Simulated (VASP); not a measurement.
Level of theory: LDA (Ceperley-Alder, Perdew-Zunger), VASP's LDA PAW potentials (set 64) (plane waves; VASP).

VASP input:

### KPOINTS
```
kpoints
0
gamma
 4 4 4
0 0 0
```

POSCAR:
```
CsPbBr3
1
    5.7444483740     0.0000000000    -0.0000000000
    0.0000000000     5.7444483740     0.0000000000
   -0.0000000000    -0.0000000000     5.7444483740
Cs Pb Br
1 1 3
Direct
  0.0000000000   0.0000000000   0.0000000000
  0.5000000000   0.5000000000   0.5000000000
  0.5000000000   0.0000000000   0.5000000000
  0.0000000000   0.5000000000   0.5000000000
  0.5000000000   0.5000000000   0.0000000000
```

INCAR:
```
SYSTEM  =  CsPbBr3
PREC  =  Accurate; ENCUT  =  400; LREAL  =  F
LASPH  =  T
EDIFF  =  1E-6; NELM  =  100; ALGO  =  Normal
LMAXMIX  =  4
ISMEAR  =  0; SIGMA  =  0.05
IBRION  =  2; NSW  =  60; ISIF  =  3
EDIFFG  =  -0.02
LWAVE  =  F; LCHARG  =  F
```

POTCAR, in this order: Cs_sv Pb_d Br (LDA.64 set). Program: vasp_std.

The resulting files:

OSZICAR:
```
       N       E                     dE             d eps       ncg     rms          rms(c)
DAV:   1     0.362142633111E+03    0.36214E+03   -0.16736E+04   520   0.125E+03
DAV:   2     0.188346185050E+02   -0.34331E+03   -0.33818E+03   688   0.310E+02
DAV:   3    -0.169405971207E+02   -0.35775E+02   -0.35443E+02   592   0.112E+02
DAV:   4    -0.182399838840E+02   -0.12994E+01   -0.12947E+01   648   0.292E+01
DAV:   5    -0.182819084660E+02   -0.41925E-01   -0.41901E-01   720   0.377E+00    0.477E+00
DAV:   6    -0.178493550268E+02    0.43255E+00   -0.83130E-01   738   0.933E+00    0.290E+00
DAV:   7    -0.177982670178E+02    0.51088E-01   -0.39504E-01   770   0.393E+00    0.967E-01
DAV:   8    -0.177962647285E+02    0.20023E-02   -0.50353E-02   718   0.196E+00    0.165E-01
DAV:   9    -0.177953396772E+02    0.92505E-03   -0.66630E-03   744   0.699E-01    0.885E-02
DAV:  10    -0.177953351118E+02    0.45654E-05   -0.53198E-04   670   0.162E-01    0.217E-02
DAV:  11    -0.177953391401E+02   -0.40283E-05   -0.54515E-05   752   0.560E-02    0.106E-02
DAV:  12    -0.177953386392E+02    0.50089E-06   -0.71621E-06   674   0.330E-02
   1 F= -.17795339E+02 E0= -.17795339E+02  d E =-.177953E+02
       N       E                     dE             d eps       ncg     rms          rms(c)
DAV:   1    -0.179100091994E+02   -0.11467E+00   -0.29594E+00   700   0.192E+01    0.168E+00
DAV:   2    -0.178183988172E+02    0.91610E-01   -0.18989E-01   696   0.461E+00    0.616E-01
DAV:   3    -0.178017571674E+02    0.16642E-01   -0.67260E-02   656   0.262E+00    0.204E-01
DAV:   4    -0.178015694600E+02    0.18771E-03   -0.14152E-03   682   0.246E-01    0.156E-01
DAV:   5    -0.178014369519E+02    0.13251E-03   -0.38357E-04   648   0.195E-01    0.206E-02
DAV:   6    -0.178014354641E+02    0.14878E-05   -0.40503E-05   698   0.690E-02    0.542E-03
DAV:   7    -0.178014349411E+02    0.52295E-06   -0.24502E-06   456   0.117E-02
   2 F= -.17801435E+02 E0= -.17801435E+02  d E =-.609630E-02
```

OUTCAR:
```
------------------------ aborting loop because EDIFF is reached ----------------------------------------
  FORCE on cell =-STRESS in cart. coord.  units (eV):
  Direction    XX          YY          ZZ          XY          YZ          ZX
  --------------------------------------------------------------------------------------
  Total        0.0502851      0.0502851      0.0502851      0.0000000     -0.0000000      0.0000000
  in kB        0.4174274      0.4174274      0.4174274      0.0000000     -0.0000000      0.0000000
  external PRESSURE =       0.4174274 kB  Pullay stress =       0.0000000 kB
  volume of cell :      193.01
      direct lattice vectors                 reciprocal lattice vectors
     5.779049516  0.000000000  0.000000000     0.173038836  0.000000000  0.000000000
    -0.000000000  5.779049516  0.000000000    -0.000000000  0.173038836  0.000000000
    -0.000000000 -0.000000000  5.779049516    -0.000000000 -0.000000000  0.173038836
 POSITION                                       TOTAL-FORCE (eV/Angst)
 -----------------------------------------------------------------------------------
      0.00000      0.00000      0.00000         0.000000     -0.000000      0.000000
      2.88952      2.88952      2.88952        -0.000000      0.000000      0.000000
      2.88952     -0.00000      2.88952        -0.000000     -0.000000      0.000000
     -0.00000      2.88952      2.88952         0.000000     -0.000000      0.000000
      2.88952      2.88952      0.00000        -0.000000     -0.000000      0.000000
 -----------------------------------------------------------------------------------
    total drift:                               -0.000000      0.000000     -0.000000
  FREE ENERGIE OF THE ION-ELECTRON SYSTEM (eV)
  ---------------------------------------------------
  free  energy   TOTEN  =       -17.8014349411 eV

  energy  without entropy=      -17.8014349411  energy(sigma->0) =      -17.80143494

 reached required accuracy - stopping structural energy minimisation
```
(Selected blocks of OUTCAR.)

File CONTCAR:
```
CsPbBr3
   1.00000000000000
     5.7790495155995609    0.0000000000000000    0.0000000000000000
    -0.0000000000000000    5.7790495155995609    0.0000000000000000
    -0.0000000000000000   -0.0000000000000000    5.7790495155995609
  Cs              Pb              Br
     1     1     3
Direct
     0.0000000000000000    0.0000000000000000    0.0000000000000000
     0.5000000000000000    0.5000000000000000    0.5000000000000000
     0.5000000000000000    0.0000000000000000    0.5000000000000000
     0.0000000000000000    0.5000000000000000    0.5000000000000000
     0.5000000000000000    0.5000000000000000    0.0000000000000000
```

The compound is CsPbBr3 in the cubic perovskite structure, the ideal cubic form; the compound distorts at low or room temperature. This run relaxes it. Symmetry was kept, so distortions that lower it aren't found. The start is the result of an earlier pass.
